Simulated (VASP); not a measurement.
Calculation: PBEsol GGA, VASP's PBE PAW potentials (set 64) (plane waves; VASP).

Input for VASP

INCAR:
```
# general
SYSTEM   =  PtSe2
PREC     =  Accurate
ENCUT    =  480
LREAL    =  .FALSE.
LASPH    =  .TRUE.

# electronic loop
EDIFF    =  1E-7
NELM     =  100
ALGO     =  Normal
LMAXMIX  =  6

# smearing
ISMEAR   =  1
SIGMA    =  0.1

# functional
GGA      =  PS

# ions
IBRION   =  2
NSW      =  30
ISIF     =  2
EDIFFG   =  -0.01

# output
LWAVE    =  .FALSE.
LCHARG   =  .FALSE.
```

File KPOINTS:
```
Automatic
0
gamma
  10 10 6
```

### POSCAR
```
PtSe2
1.0
  1.8967844510  -3.2853272916   0.0000000000
  1.8967844510   3.2853272916   0.0000000000
  0.0000000000   0.0000000000   4.8951426325
Pt Se
1 2
Cart
  0.0000000000   0.0000000000   0.0000000000
  1.8967844510   1.0951112874   1.2719203558
  1.8967844510  -1.0951112874   3.6232222767
```

POTCAR, in this order: Pt Se (PBE.64 set). Program: vasp_std.

What VASP printed:

OSZICAR:
```
       N       E                     dE             d eps       ncg     rms          rms(c)
DAV:   1     0.108805678554E+03    0.10881E+03   -0.97756E+03  2184   0.121E+03
DAV:   2    -0.119141346989E+02   -0.12072E+03   -0.11830E+03  2741   0.229E+02
DAV:   3    -0.166870981666E+02   -0.47730E+01   -0.47399E+01  2636   0.484E+01
DAV:   4    -0.167250391304E+02   -0.37941E-01   -0.37933E-01  2671   0.472E+00
DAV:   5    -0.167254305587E+02   -0.39143E-03   -0.39142E-03  2671   0.454E-01    0.124E+01
DAV:   6    -0.161568807683E+02    0.56855E+00   -0.55483E+00  2195   0.227E+01    0.762E+00
DAV:   7    -0.159201458994E+02    0.23673E+00   -0.10466E+00  2188   0.109E+01    0.365E+00
DAV:   8    -0.158972494891E+02    0.22896E-01   -0.84827E-02  2342   0.201E+00    0.875E-01
DAV:   9    -0.158929017842E+02    0.43477E-02   -0.11325E-02  2377   0.111E+00    0.229E-01
DAV:  10    -0.158929419062E+02   -0.40122E-04   -0.13883E-03  2482   0.283E-01    0.405E-02
DAV:  11    -0.158929342343E+02    0.76718E-05   -0.98473E-05  2559   0.101E-01    0.177E-02
DAV:  12    -0.158929334628E+02    0.77157E-06   -0.12218E-05  2356   0.316E-02    0.389E-03
DAV:  13    -0.158929335959E+02   -0.13309E-06   -0.56967E-07  2720   0.542E-03    0.170E-03
DAV:  14    -0.158929335898E+02    0.60318E-08   -0.13422E-07  1269   0.375E-03
   1 F= -.15892934E+02 E0= -.15892542E+02  d E =-.158929E+02
       N       E                     dE             d eps       ncg     rms          rms(c)
DAV:   1    -0.158954094128E+02   -0.24758E-02   -0.16237E-01  2160   0.240E+00    0.182E-01
DAV:   2    -0.158958793706E+02   -0.46996E-03   -0.61310E-03  2699   0.492E-01    0.933E-02
DAV:   3    -0.158958667299E+02    0.12641E-04   -0.14996E-04  2342   0.124E-01    0.525E-02
DAV:   4    -0.158958641735E+02    0.25564E-05   -0.14265E-05  2685   0.409E-02    0.264E-02
DAV:   5    -0.158958652361E+02   -0.10626E-05   -0.25439E-06  2461   0.123E-02    0.303E-03
DAV:   6    -0.158958652004E+02    0.35752E-07   -0.44188E-07  2286   0.498E-03
   2 F= -.15895865E+02 E0= -.15895521E+02  d E =-.293161E-02
       N       E                     dE             d eps       ncg     rms          rms(c)
DAV:   1    -0.158963506457E+02   -0.48541E-03   -0.10185E-01  2160   0.190E+00    0.145E-01
DAV:   2    -0.158966442286E+02   -0.29358E-03   -0.38323E-03  2699   0.388E-01    0.740E-02
DAV:   3    -0.158966372581E+02    0.69706E-05   -0.91036E-05  2335   0.967E-02    0.417E-02
DAV:   4    -0.158966359682E+02    0.12899E-05   -0.87480E-06  2685   0.321E-02    0.206E-02
DAV:   5    -0.158966368548E+02   -0.88664E-06   -0.15203E-06  2454   0.957E-03    0.238E-03
DAV:   6    -0.158966368387E+02    0.16107E-07   -0.25611E-07  1631   0.382E-03
   3 F= -.15896637E+02 E0= -.15896327E+02  d E =-.370325E-02
```

### OUTCAR
```
------------------------ aborting loop because EDIFF is reached ----------------------------------------
  FORCE on cell =-STRESS in cart. coord.  units (eV):
  Direction    XX          YY          ZZ          XY          YZ          ZX
  --------------------------------------------------------------------------------------
  Total       -0.8638978     -0.8638980     -0.3326157      0.0000000      0.0000000      0.0000000
  in kB      -22.6872052    -22.6872087     -8.7349678      0.0000000      0.0000000      0.0000000
  external PRESSURE =     -18.0364606 kB  Pullay stress =       0.0000000 kB
  volume of cell :       61.01
      direct lattice vectors                 reciprocal lattice vectors
     1.896784451 -3.285327292  0.000000000     0.263604017 -0.152191838  0.000000000
     1.896784451  3.285327292  0.000000000     0.263604017  0.152191838  0.000000000
     0.000000000  0.000000000  4.895142632     0.000000000  0.000000000  0.204284139
 POSITION                                       TOTAL-FORCE (eV/Angst)
 -----------------------------------------------------------------------------------
      0.00000      0.00000      0.00000        -0.000000     -0.000000      0.000000
      1.89678      1.09511      1.25433        -0.000000     -0.000000     -0.004400
      1.89678     -1.09511      3.64081         0.000000      0.000000      0.004400
 -----------------------------------------------------------------------------------
    total drift:                                0.000000     -0.000000      0.000000
  FREE ENERGIE OF THE ION-ELECTRON SYSTEM (eV)
  ---------------------------------------------------
  free  energy   TOTEN  =       -15.8966368387 eV

  energy  without entropy=      -15.8957070170  energy(sigma->0) =      -15.89632690

 reached required accuracy - stopping structural energy minimisation
```
(Selected blocks of OUTCAR.)

### CONTCAR
```
PtSe2
   1.00000000000000
     1.8967844510000000   -3.2853272915999998    0.0000000000000000
     1.8967844510000000    3.2853272915999998    0.0000000000000000
     0.0000000000000000    0.0000000000000000    4.8951426324999998
  Pt              Se
     1     2
Direct
     0.0000000000000000    0.0000000000000000    0.0000000000000000
     0.3333330000000032    0.6666669999999968    0.2562399238931132
     0.6666669999999968    0.3333330000000032    0.7437600761068869
```

OUTCAR:
```
 val. band max:        6.2726349492   @ k =  -0.1000   0.4000   0.1667

 cond. band min:       6.3107229316   @ k =   0.3000   0.3000   0.0000


 Fermi energy:         6.2848980879

 k-point     1 :       0.0000    0.0000    0.0000
  band No.  band energies     occupation
      1      -9.3075      2.00000
      2      -6.3483      2.00000
      3      -0.7258      2.00000
      4      -0.0276      2.00000
      5      -0.0276      2.00000
      6       2.4655      2.00000
      7       2.4655      2.00000
      8       3.8706      2.00000
      9       5.2068      2.00000
     10       5.2068      2.00000
     11       6.9213     -0.00000
     12       7.4976     -0.00000
     13       7.4977     -0.00000
     14       9.5797      0.00000
     15      10.1615      0.00000

 k-point     2 :       0.1000   -0.0000    0.0000
  band No.  band energies     occupation
      1      -9.2013      2.00000
      2      -6.4087      2.00000
      3      -0.5959      2.00000
      4       0.0435      2.00000
      5       0.0734      2.00000
      6       2.3139      2.00000
      7       2.3880      2.00000
      8       3.6144      2.00000
      9       4.8278      2.00000
     10       5.0672      2.00000
     11       6.3809     -0.04093
     12       7.5865     -0.00000
     13       7.6151     -0.00000
     14      10.2908      0.00000
     15      10.7942      0.00000

 k-point     3 :       0.2000   -0.0000    0.0000
  band No.  band energies     occupation
      1      -8.8976      2.00000
      2      -6.5707      2.00000
      3      -0.2381      2.00000
      4       0.2370      2.00000
      5       0.3581      2.00000
      6       1.6924      2.00000
      7       2.2282      2.00000
      8       3.0788      2.00000
      9       4.3924      2.00000
     10       4.6506      2.00000
     11       5.4608      2.00000
     12       7.7064     -0.00000
     13       7.8656     -0.00000
     14      11.0639      0.00000
     15      11.8032      0.00000
...
```

Without a dispersion term in the relaxation, distances and binding between the weakly bound layers, chains or molecules are unreliable, and so is what depends on them. Unless said otherwise, spin-orbit coupling is left out, though it shifts the bands of the heavy elements here.

The compound is PtSe2 in the 1T layered structure. This cell was strained or had an atom moved on purpose. Symmetry was kept, so distortions that lower it aren't found.
